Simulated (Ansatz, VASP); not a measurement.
# Cross-check of Cu (Cu(311) slab) between VASP and Ansatz

Aim: how closely do two programs agree when they are given the same cell, functional and k mesh? The cell is taken from a series of runs on this material, whose earlier steps may have relaxed, scaled, displaced or heated it; both programs get it as it stands.

Method: plane waves, with VASP 6.6.1 beside it; PBEsol, in Ansatz 0.2.0.

## Step 1: The structure

The cell holds 24 atoms: 24 Cu. Cell: a = 5.141 Å, b = 4.452 Å, c = 27.056 Å, α = 90.0°, β = 90.0°, γ = 106.8°. It derives from Cu. Slab of Cu cut on (3 1 1), 12.1 A thick, 2 x 1 surface cells, both faces free; (so at first; earlier steps may have moved the atoms). Lattice constants are starting values near those of PBE. Vacuum lies along c.

## Step 2: VASP: single point, PBEsol

With cell and atoms fixed, the geometry can't cause a difference; cores, projectors, grids and the points listed under the comparison can.

Lines of VASP's logs that name or quote its potential files are left out, and so is its time.

The input, INCAR:

```
SYSTEM = Cu
PREC = Accurate
ENCUT = 520
EDIFF = 1E-06
NELM = 120
ISMEAR = -1
SIGMA = 0.1
LREAL = .FALSE.
ALGO = Normal
GGA = PS
NBANDS = 163
LASPH = .TRUE.
LORBIT = 11
LWAVE = .FALSE.
LCHARG = .FALSE.
ISIF = 2
GGA_COMPAT = .FALSE.
KPAR = 4
```

The input, POSCAR:

```
Cu
1.0
    5.1406700000      0.0000000000      0.0000000000
   -1.2851700000      4.2624200000      0.0000000000
    0.0000000000      0.0000000000     27.0559300000
Cu
24
Direct
    0.2270100000      0.9106800000      0.2823100000
    0.0904100000      0.3642700000      0.3171500000
    0.4528300000      0.8138200000      0.3589300000
    0.3172700000      0.2720500000      0.3992900000
    0.1812900000      0.7274650000      0.4392100000
    0.0452050000      0.1818750000      0.4800400000
    0.4093450000      0.6363050000      0.5199600000
    0.2732600000      0.0907150000      0.5607900000
    0.1372800000      0.5461300000      0.6007100000
    0.0017200000      0.0043600000      0.6410700000
    0.3641400000      0.4539100000      0.6828500000
    0.2275400000      0.9075000000      0.7176900000
    0.7270100000      0.9106800000      0.2823100000
    0.5904100000      0.3642700000      0.3171500000
    0.9528300000      0.8138200000      0.3589300000
    0.8172700000      0.2720500000      0.3992900000
    0.6812900000      0.7274650000      0.4392100000
    0.5452050000      0.1818750000      0.4800400000
    0.9093450000      0.6363050000      0.5199600000
    0.7732600000      0.0907150000      0.5607900000
    0.6372800000      0.5461300000      0.6007100000
    0.5017200000      0.0043600000      0.6410700000
    0.8641400000      0.4539100000      0.6828500000
    0.7275400000      0.9075000000      0.7176900000
```

The input, KPOINTS:

```
Automatic mesh
0
Gamma
7 8 1
0 0 0
```

PAW data sets: Cu (PBE family, release 64).

The run is started by

```sh
$ mpirun -np 4 vasp_std
```

Numbers of over 12 decimals in the logs are rounded to 6 here.

The log of the run:

```text
[banner, memory and clock lines left out]
running    4 mpi-ranks, on    1 nodes
 distrk:  each k-point on    1 cores,    4 groups
 distr:  one band on    1 cores,    1 groups

 POSCAR found type information on POSCAR Cu
 POSCAR found :  1 types and      24 ions
|                                                                             |
|               ----> ADVICE to this user running VASP <----                  |
|                                                                             |
|     You have a (more or less) 'large supercell' and for larger cells it     |
|     might be more efficient to use real-space projection operators.         |
|     Therefore, try LREAL= Auto in the INCAR file.                           |
|     Mind: For very accurate calculation, you might also keep the            |
|     reciprocal projection scheme (i.e. LREAL=.FALSE.).                      |
|                                                                             |

|                                                                             |
|               ----> ADVICE to this user running VASP <----                  |
|                                                                             |
|     You enforced a specific xc type in the INCAR file but a different       |
|     [... a line on the potential file left out ...]
|     I HOPE YOU KNOW WHAT YOU ARE DOING!                                     |
|                                                                             |

 LDA part: xc-table for (Slater+PW92), standard interpolation
 POSCAR, INCAR and KPOINTS ok, starting setup
 FFT: planning ... GRIDC
 FFT: planning ... GRID_SOFT
 FFT: planning ... GRID
 WAVECAR not read
 entering main loop
       N       E                     dE             d eps       ncg     rms          rms(c)
DAV:   1     0.265878265451E+04    0.26588E+04   -0.11227E+05  9454   0.229E+03
DAV:   2     0.331315531219E+03   -0.23275E+04   -0.22454E+04  9454   0.497E+02
DAV:   3    -0.919594993620E+02   -0.42328E+03   -0.38843E+03  9454   0.247E+02
DAV:   4    -0.121345186133E+03   -0.29386E+02   -0.28263E+02 10441   0.903E+01
DAV:   5    -0.122092365303E+03   -0.74718E+00   -0.74369E+00 10484   0.137E+01    0.396E+01
DAV:   6    -0.108606805010E+03    0.13486E+02   -0.27038E+02 10644   0.140E+02    0.214E+01
DAV:   7    -0.981143883080E+02    0.10492E+02   -0.50119E+01 11068   0.869E+01    0.615E+00
DAV:   8    -0.981280924922E+02   -0.13704E-01   -0.10452E+01 11516   0.527E+01    0.205E+00
DAV:   9    -0.982218219795E+02   -0.93729E-01   -0.31851E+00 12068   0.206E+01    0.329E+00
DAV:  10    -0.982269253356E+02   -0.51034E-02   -0.13704E+00 10380   0.178E+01    0.262E+00
DAV:  11    -0.981095547990E+02    0.11737E+00   -0.39493E-01 11500   0.717E+00    0.349E-01
DAV:  12    -0.981130104844E+02   -0.34557E-02   -0.75982E-02 11508   0.323E+00    0.337E-01
DAV:  13    -0.981122760245E+02    0.73446E-03   -0.27565E-02 10436   0.197E+00    0.141E-01
DAV:  14    -0.981122247065E+02    0.51318E-04   -0.64339E-03 10720   0.114E+00    0.206E-01
[...]
DAV:  21    -0.981112660498E+02   -0.14935E-03   -0.30534E-05 11073   0.343E-02    0.812E-03
DAV:  22    -0.981113360289E+02   -0.69979E-04   -0.10660E-05 10083   0.254E-02    0.372E-03
DAV:  23    -0.981113795665E+02   -0.43538E-04   -0.68746E-06  9380   0.171E-02    0.368E-03
DAV:  24    -0.981114072094E+02   -0.27643E-04   -0.38121E-06  8294   0.205E-02    0.368E-03
DAV:  25    -0.981114467371E+02   -0.39528E-04   -0.26282E-06  6534   0.159E-02    0.129E-03
DAV:  26    -0.981114639395E+02   -0.17202E-04   -0.88451E-07  6192   0.784E-03    0.476E-04
DAV:  27    -0.981114679599E+02   -0.40204E-05   -0.28888E-07  5989   0.468E-03    0.416E-04
DAV:  28    -0.981114687767E+02   -0.81676E-06   -0.12057E-07  6004   0.345E-03
   1 F= -.98111469E+02 E0= -.97989783E+02  d E =-.243371E+00
```

OUTCAR, selected parts (step 2):

```text
ion  position               nearest neighbor table
   1  0.227  0.911  0.282-  15 2.47   3 2.47   2 2.51  14 2.51   2 2.51  13 2.57  13 2.57
   2  0.090  0.364  0.317-   1 2.51  13 2.51   1 2.51  15 2.57   3 2.57  14 2.57  14 2.57   4 2.60
                            16 2.60  15 2.60
   3  0.453  0.814  0.359-  13 2.47   1 2.47   5 2.55  17 2.55   4 2.55  14 2.57   2 2.57  15 2.57
                            15 2.57  16 2.58   4 2.58  14 2.60
   4  0.317  0.272  0.399-   3 2.55   5 2.56   6 2.56  18 2.56   5 2.57  17 2.57  16 2.57  16 2.57
                            15 2.58   3 2.58   2 2.60  14 2.60
   5  0.181  0.727  0.439-   3 2.55  15 2.55   4 2.56  19 2.56   4 2.57   7 2.57  16 2.57  17 2.57
                            17 2.57   6 2.57  18 2.57   6 2.57
   6  0.045  0.182  0.480-  19 2.56  20 2.56   4 2.56  19 2.56   7 2.56  16 2.56   8 2.57  18 2.57
                            18 2.57   5 2.57  17 2.57   5 2.57
   7  0.409  0.636  0.520-  18 2.56  17 2.56   9 2.56  18 2.56   6 2.56  21 2.56   5 2.57  19 2.57
                            19 2.57   8 2.57  20 2.57   8 2.57
   8  0.273  0.091  0.561-  10 2.55  22 2.55   9 2.56  18 2.56   9 2.57   6 2.57  21 2.57  20 2.57
                            20 2.57   7 2.57  19 2.57   7 2.57
   9  0.137  0.546  0.601-  10 2.55   8 2.56   7 2.56  19 2.56   8 2.57  20 2.57  21 2.57  21 2.57
                            22 2.58  10 2.58  11 2.60  23 2.60
  10  0.002  0.004  0.641-  24 2.47  12 2.47   8 2.55  20 2.55   9 2.55  23 2.57  11 2.57  22 2.57
                            22 2.57  21 2.58   9 2.58  23 2.60
  11  0.364  0.454  0.683-  12 2.51  24 2.51  12 2.51  22 2.57  10 2.57  23 2.57  23 2.57   9 2.60
                            21 2.60  22 2.60
  12  0.228  0.907  0.718-  22 2.47  10 2.47  11 2.51  23 2.51  11 2.51  24 2.57  24 2.57
  13  0.727  0.911  0.282-   3 2.47  15 2.47  14 2.51   2 2.51  14 2.51   1 2.57   1 2.57
  14  0.590  0.364  0.317-  13 2.51   1 2.51  13 2.51   3 2.57  15 2.57   2 2.57   2 2.57  16 2.60
                             4 2.60   3 2.60
  15  0.953  0.814  0.359-   1 2.47  13 2.47  17 2.55   5 2.55  16 2.55   2 2.57  14 2.57   3 2.57
                             3 2.57   4 2.58  16 2.58   2 2.60
  16  0.817  0.272  0.399-  15 2.55  17 2.56  18 2.56   6 2.56  17 2.57   5 2.57   4 2.57   4 2.57
                             3 2.58  15 2.58  14 2.60   2 2.60
  17  0.681  0.727  0.439-  15 2.55   3 2.55  16 2.56   7 2.56  16 2.57  19 2.57   4 2.57   5 2.57
                             5 2.57  18 2.57   6 2.57  18 2.57
  18  0.545  0.182  0.480-   7 2.56   8 2.56  16 2.56   7 2.56  19 2.56   4 2.56  20 2.57   6 2.57
                             6 2.57  17 2.57   5 2.57  17 2.57
  19  0.909  0.636  0.520-   6 2.56   5 2.56  21 2.56   6 2.56  18 2.56   9 2.56  17 2.57   7 2.57
                             7 2.57  20 2.57   8 2.57  20 2.57
  20  0.773  0.091  0.561-  22 2.55  10 2.55  21 2.56   6 2.56  21 2.57  18 2.57   9 2.57   8 2.57
                             8 2.57  19 2.57   7 2.57  19 2.57
  21  0.637  0.546  0.601-  22 2.55  20 2.56  19 2.56   7 2.56  20 2.57   8 2.57   9 2.57   9 2.57
                            10 2.58  22 2.58  23 2.60  11 2.60
  22  0.502  0.004  0.641-  12 2.47  24 2.47  20 2.55   8 2.55  21 2.55  11 2.57  23 2.57  10 2.57
                            10 2.57   9 2.58  21 2.58  11 2.60
  23  0.864  0.454  0.683-  24 2.51  12 2.51  24 2.51  10 2.57  22 2.57  11 2.57  11 2.57  21 2.60
                             9 2.60  10 2.60
  24  0.728  0.907  0.718-  10 2.47  22 2.47  23 2.51  11 2.51  23 2.51  12 2.57  12 2.57

  LATTYP: Found a simple monoclinic cell.
 ALAT       =     4.4519530754
 B/A-ratio  =     6.0773169757
 C/A-ratio  =     1.1546999515
 COS(beta)  =    -0.2886755494

 Subroutine GETGRP returns: Found  2 space group operations
 (whereof  1 operations were pure point group operations)

The static configuration has the point symmetry C_1 .
 The point group associated with its full space group is S_2 .

 Found     29 irreducible k-points:

   k-points           NKPTS =     29   k-points in BZ     NKDIM =     29   number of bands    NBANDS=    163

   dimension x,y,z NGX =    40 NGY =   36 NGZ =  210
   dimension x,y,z NGXF=    80 NGYF=   72 NGZF=  420

   ENCUT  =  520.0 eV  38.22 Ry    6.18 a.u.   9.56  8.28 50.31*2*pi/ulx,y,z

   NELECT =     264.0000    total number of electrons

 k-points in reciprocal lattice and weights: Automatic mesh
   0.00000000  0.00000000  0.00000000       0.018
   0.14285714  0.00000000  0.00000000       0.036
   0.28571429  0.00000000  0.00000000       0.036
   0.42857143 -0.00000000  0.00000000       0.036
   0.00000000  0.12500000  0.00000000       0.036
   0.14285714  0.12500000  0.00000000       0.036
   0.28571429  0.12500000  0.00000000       0.036
   0.42857143  0.12500000  0.00000000       0.036
  -0.42857143  0.12500000  0.00000000       0.036
[...]
0.28571429  0.50000000  0.00000000       0.036
   0.42857143  0.50000000  0.00000000       0.036

 average (electrostatic) potential at core
       1 -69.3266       2 -69.5749       3 -69.7900       4 -69.7341       5 -69.7542
       6 -69.7483       7 -69.7483       8 -69.7542       9 -69.7340      10 -69.7899
      11 -69.5748      12 -69.3266      13 -69.3266      14 -69.5749      15 -69.7900
      16 -69.7341      17 -69.7542      18 -69.7483      19 -69.7483      20 -69.7542
      21 -69.7340      22 -69.7899      23 -69.5748      24 -69.3266

 E-fermi :   1.1923

 k-point     1 :       0.0000    0.0000    0.0000
  band No.  band energies     occupation
    ...
    127       0.5876      1.99528
    128       0.7650      1.97248
    129       0.9424      1.84814
    130       1.0869      1.48282
    131       1.2149      0.88729
    132       1.4637      0.12431
    133       1.7544      0.00721
    134       1.7855      0.00529
    135       1.9301      0.00125
    136       2.6973      0.00000
    ...

 k-point     2 :       0.1429    0.0000    0.0000
  band No.  band energies     occupation
    ...
    127       0.1641      1.99993
    128       0.3857      1.99937
    129       0.5934      1.99500
    130       1.0691      1.54831
    131       1.1415      1.24873
    132       1.9148      0.00145
    133       1.9308      0.00124
    134       2.1922      0.00009
    135       2.6429      0.00000
    136       2.8399      0.00000
    ...

 k-point     3 :       0.2857    0.0000    0.0000
  band No.  band energies     occupation
    ...
    126      -0.2657      2.00000
    127      -0.2515      2.00000
    128       0.0596      1.99998
    129       0.4021      1.99926
    130       0.9964      1.75276
    131       1.6003      0.03323
    132       1.6166      0.02831
    133       2.2409      0.00006
    134       2.3522      0.00002
    135       2.5988      0.00000
    ...

  Total      -16.7378494    -15.8685683    -11.2307190     -0.1467795     -0.1504401     -0.0990071
  in kB      -45.2347094    -42.8854423    -30.3514687     -0.3966774     -0.4065705     -0.2675705
  external PRESSURE =     -39.4905401 kB  Pullay stress =       0.0000000 kB

  energy-cutoff  :      520.00
  volume of cell :      592.84
      direct lattice vectors                 reciprocal lattice vectors
     5.140670000  0.000000000  0.000000000     0.194527173  0.058652241  0.000000000
    -1.285170000  4.262420000  0.000000000     0.000000000  0.234608509  0.000000000
     0.000000000  0.000000000 27.055930000     0.000000000  0.000000000  0.036960474

 POSITION                                       TOTAL-FORCE (eV/Angst)
 -----------------------------------------------------------------------------------
     -0.00340      3.88170      7.63816         0.000568      0.022954      0.332873
     -0.00338      1.55267      8.58079         0.000533     -0.005858      0.150763
      1.28195      3.46884      9.71118         0.001773     -0.020387      0.009818
      1.28135      1.15959     10.80316         0.002203      0.001648     -0.004556
     -0.00296      3.10076     11.88324         0.001449      0.001760      0.011006
     -0.00136      0.77523     12.98793         0.001208      0.000100      0.010903
      1.28655      2.71220     14.06800        -0.001208     -0.000100     -0.010903
      1.28816      0.38667     15.17269        -0.001449     -0.001760     -0.011006
      0.00384      2.32784     16.25277        -0.002203     -0.001648      0.004556
      0.00324      0.01858     17.34475        -0.001773      0.020387     -0.009818
      1.28857      1.93476     18.47514        -0.000533      0.005858     -0.150763
      0.00342      3.86815     19.41777        -0.000568     -0.022954     -0.332873
      2.56694      3.88170      7.63816         0.000568      0.022954      0.332873
      2.56695      1.55267      8.58079         0.000533     -0.005858      0.150763
      3.85229      3.46884      9.71118         0.001773     -0.020387      0.009818
      3.85168      1.15959     10.80316         0.002203      0.001648     -0.004556
      2.56737      3.10076     11.88324         0.001449      0.001760      0.011006
      2.56898      0.77523     12.98793         0.001208      0.000100      0.010903
      3.85688      2.71220     14.06800        -0.001208     -0.000100     -0.010903
      3.85849      0.38667     15.17269        -0.001449     -0.001760     -0.011006
      2.57418      2.32784     16.25277        -0.002203     -0.001648      0.004556
      2.57357      0.01858     17.34475        -0.001773      0.020387     -0.009818
      3.85891      1.93476     18.47514        -0.000533      0.005858     -0.150763
      2.57375      3.86815     19.41777        -0.000568     -0.022954     -0.332873
 -----------------------------------------------------------------------------------
    total drift:                                0.000012      0.000023      0.000976

  FREE ENERGIE OF THE ION-ELECTRON SYSTEM (eV)
  ---------------------------------------------------
  free  energy   TOTEN  =       -98.1114687767 eV

  energy  without entropy=      -97.8680977514  energy(sigma->0) =      -97.98978326

 total charge
# of ion       s       p       d       tot
------------------------------------------
    1        0.458   0.244   9.216   9.919
    2        0.444   0.325   9.176   9.945
    3        0.449   0.386   9.167  10.002
    4        0.442   0.370   9.169   9.981
    5        0.446   0.380   9.165   9.991
    6        0.446   0.377   9.165   9.988
    7        0.446   0.377   9.165   9.988
    8        0.446   0.380   9.165   9.991
    9        0.442   0.370   9.169   9.981
   10        0.449   0.386   9.167  10.002
   11        0.444   0.325   9.176   9.945
   12        0.458   0.244   9.216   9.919
   13        0.458   0.244   9.216   9.919
   14        0.444   0.325   9.176   9.945
   15        0.449   0.386   9.167  10.002
   16        0.442   0.370   9.169   9.981
   17        0.446   0.380   9.165   9.991
   18        0.446   0.377   9.165   9.988
   19        0.446   0.377   9.165   9.988
   20        0.446   0.380   9.165   9.991
   21        0.442   0.370   9.169   9.981
   22        0.449   0.386   9.167  10.002
   23        0.444   0.325   9.176   9.945
   24        0.458   0.244   9.216   9.919
--------------------------------------------------
tot         10.742   8.329 220.232 239.303

[... 3 further parts left out ...]
```

[end of part 1 of 2]

[Lines on the potential files, build, host, timing and source positions are cut from VASP's logs without a mark.]

[Logs are printed without paths, hosts, clocks, repeated set-up lines and the standing remarks that a program may print on its own settings, such as how far it seeks lower states.]

[Hosts, paths, dates, database ids (printed as entryN), source tags and the programs' standing remarks are cut or masked in the printed files.]
